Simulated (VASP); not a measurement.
Calculation: PBEsol GGA, VASP's PBE PAW potentials (set 64) (plane waves; VASP).

Input for VASP

POSCAR:
```
AlN
1
    1.5568194692    -2.6964904130     0.0000000000
    1.5568194692     2.6964904130     0.0000000000
    0.0000000000     0.0000000000     4.9836395732
Al N
2 2
Direct
  0.6666670000   0.3333330000   0.5000300776
  0.3333330000   0.6666670000   0.0000300776
  0.6666670000   0.3333330000   0.8819699224
  0.3333330000   0.6666670000   0.3819699224
```

**KPOINTS**
```
Automatic mesh
0
Gamma
10 10 6
0 0 0
```

INCAR:
```
EDIFFG=-0.01   # ionic stop
NSW=30   # most ionic steps
LASPH=.True.
GGA=PS
LREAL=.False.
ISIF=4   # ions and shape, fixed volume
LWAVE=.False.
SYSTEM=AlN
EDIFF=1E-7   # SCF stop (eV)
IBRION=2
NELM=100   # most electronic steps
LCHARG=.False.
SIGMA=0.05   # width (eV)
ALGO=Normal   # blocked Davidson
ISMEAR=0
PREC=Accurate
ENCUT=520   # plane-wave cut-off (eV)
```

POTCAR, in this order: Al N (PBE.64 set). Program: vasp_std.

The run wrote:

**OUTCAR**
```
 ion  position               nearest neighbor table
   1  0.667  0.333  0.500-   4 1.89   4 1.89   4 1.89   3 1.90   2 3.07   2 3.07   2 3.07   2 3.07
                             2 3.07   2 3.07
   2  0.333  0.667  0.000-   3 1.89   3 1.89   3 1.89   4 1.90   1 3.07   1 3.07   1 3.07   1 3.07
                             1 3.07   1 3.07
   3  0.667  0.333  0.882-   2 1.89   2 1.89   2 1.89   1 1.90
   4  0.333  0.667  0.382-   1 1.89   1 1.89   1 1.89   2 1.90
  LATTYP: Found a hexagonal cell.
 ALAT       =     3.1136389333
 C/A-ratio  =     1.6005836515
 Subroutine PRICEL returns:
 Original cell was already a primitive cell.
 Subroutine GETGRP returns: Found 12 space group operations
The static configuration has the point symmetry C_3v.
 The point group associated with its full space group is C_6v.
The dynamic configuration has the point symmetry C_3v.
 Subroutine INISYM returns: Found 12 space group operations
 Subroutine IBZKPT returns following result:
 Found     56 irreducible k-points:

 Following reciprocal coordinates:
            Coordinates               Weight
  0.000000  0.000000  0.000000      1.000000
  0.100000  0.000000  0.000000      6.000000
  0.200000  0.000000  0.000000      6.000000
  0.300000  0.000000  0.000000      6.000000
  0.400000  0.000000  0.000000      6.000000
  0.500000  0.000000  0.000000      3.000000
  0.100000  0.100000  0.000000      6.000000
  0.200000  0.100000  0.000000     12.000000
  0.300000  0.100000  0.000000     12.000000
  0.400000  0.100000  0.000000     12.000000
  0.200000  0.200000  0.000000      6.000000
  0.300000  0.200000  0.000000     12.000000
  0.400000  0.200000  0.000000      6.000000
  0.300000  0.300000  0.000000      6.000000
  0.000000  0.000000  0.166667      2.000000
  0.100000  0.000000  0.166667     12.000000
  0.200000  0.000000  0.166667     12.000000
  0.300000  0.000000  0.166667     12.000000
  0.400000  0.000000  0.166667     12.000000
  0.500000  0.000000  0.166667      6.000000
  0.100000  0.100000  0.166667     12.000000
  0.200000  0.100000  0.166667     24.000000
  0.300000  0.100000  0.166667     24.000000
  0.400000  0.100000  0.166667     24.000000
  0.200000  0.200000  0.166667     12.000000
  0.300000  0.200000  0.166667     24.000000
  0.400000  0.200000  0.166667     12.000000
  0.300000  0.300000  0.166667     12.000000
  0.000000  0.000000  0.333333      2.000000
  0.100000  0.000000  0.333333     12.000000
  0.200000  0.000000  0.333333     12.000000
  0.300000  0.000000  0.333333     12.000000
  0.400000  0.000000  0.333333     12.000000
  0.500000  0.000000  0.333333      6.000000
  0.100000  0.100000  0.333333     12.000000
  0.200000  0.100000  0.333333     24.000000
  0.300000  0.100000  0.333333     24.000000
  0.400000  0.100000  0.333333     24.000000
  0.200000  0.200000  0.333333     12.000000
  0.300000  0.200000  0.333333     24.000000
   k-points           NKPTS =     56   k-points in BZ     NKDIM =     56   number of bands    NBANDS=     12
   number of dos      NEDOS =    301   number of ions     NIONS =      4
   total plane-waves  NPLWV =  23040
   dimension x,y,z NGX =    24 NGY =   24 NGZ =   40
   dimension x,y,z NGXF=    48 NGYF=   48 NGZF=   80
   ions per type =               2   2
   PREC   = accura    normal or accurate (medium, high low for compatibility)
   ISTART =      0    job   : 0-new  1-cont  2-samecut
   ICHARG =      2    charge: 1-file 2-atom 10-const
   ISPIN  =      1    spin polarized calculation?
   LNONCOLLINEAR =      F non collinear calculations
   LSORBIT =      F    spin-orbit coupling
   INIWAV =      1    electr: 0-lowe 1-rand  2-diag
...
```

**OSZICAR**
```
       N       E                     dE             d eps       ncg     rms          rms(c)
DAV:   1     0.503118118683E+02    0.50312E+02   -0.75639E+03  1344   0.119E+03
DAV:   2    -0.318171992528E+02   -0.82129E+02   -0.75005E+02  1968   0.224E+02
DAV:   3    -0.357257960907E+02   -0.39086E+01   -0.38928E+01  1760   0.531E+01
DAV:   4    -0.357581919324E+02   -0.32396E-01   -0.32390E-01  1524   0.560E+00
DAV:   5    -0.357586554156E+02   -0.46348E-03   -0.46346E-03  1700   0.684E-01    0.117E+01
DAV:   6    -0.313756484369E+02    0.43830E+01   -0.15411E+01  1612   0.298E+01    0.427E+00
DAV:   7    -0.313478307477E+02    0.27818E-01   -0.56365E-01  1476   0.595E+00    0.284E+00
DAV:   8    -0.313163969640E+02    0.31434E-01   -0.75402E-02  1552   0.284E+00    0.446E-01
DAV:   9    -0.313121801525E+02    0.42168E-02   -0.16669E-02  1704   0.962E-01    0.237E-01
DAV:  10    -0.313124690576E+02   -0.28891E-03   -0.11464E-03  1540   0.266E-01    0.140E-01
DAV:  11    -0.313124147095E+02    0.54348E-04   -0.13261E-04  1588   0.934E-02    0.294E-02
DAV:  12    -0.313124142623E+02    0.44714E-06   -0.26057E-06  1572   0.174E-02    0.503E-03
DAV:  13    -0.313124136934E+02    0.56891E-06   -0.35820E-06  1616   0.144E-02    0.355E-03
DAV:  14    -0.313124136775E+02    0.15887E-07   -0.13406E-07   892   0.351E-03
   1 F= -.31312414E+02 E0= -.31312414E+02  d E =-.313124E+02
```

File OUTCAR:
```
------------------------ aborting loop because EDIFF is reached ----------------------------------------
  FORCE on cell =-STRESS in cart. coord.  units (eV):
  Direction    XX          YY          ZZ          XY          YZ          ZX
  --------------------------------------------------------------------------------------
  Total       -0.0017911     -0.0017911      0.0019094      0.0000000      0.0000000      0.0000000
  in kB       -0.0685830     -0.0685830      0.0731125      0.0000000      0.0000000      0.0000000
  external PRESSURE =      -0.0213511 kB  Pullay stress =       0.0000000 kB
  volume of cell :       41.84
      direct lattice vectors                 reciprocal lattice vectors
     1.556819469 -2.696490413  0.000000000     0.321167618 -0.185426211  0.000000000
     1.556819469  2.696490413  0.000000000     0.321167618  0.185426211  0.000000000
     0.000000000  0.000000000  4.983639573     0.000000000  0.000000000  0.200656565
  FREE ENERGIE OF THE ION-ELECTRON SYSTEM (eV)
  ---------------------------------------------------
  free  energy   TOTEN  =       -31.3124136775 eV

  energy  without entropy=      -31.3124136775  energy(sigma->0) =      -31.31241368

 reached required accuracy - stopping structural energy minimisation
```
(Selected blocks of OUTCAR.)

The compound is AlN in the wurtzite structure. It was relaxed first.
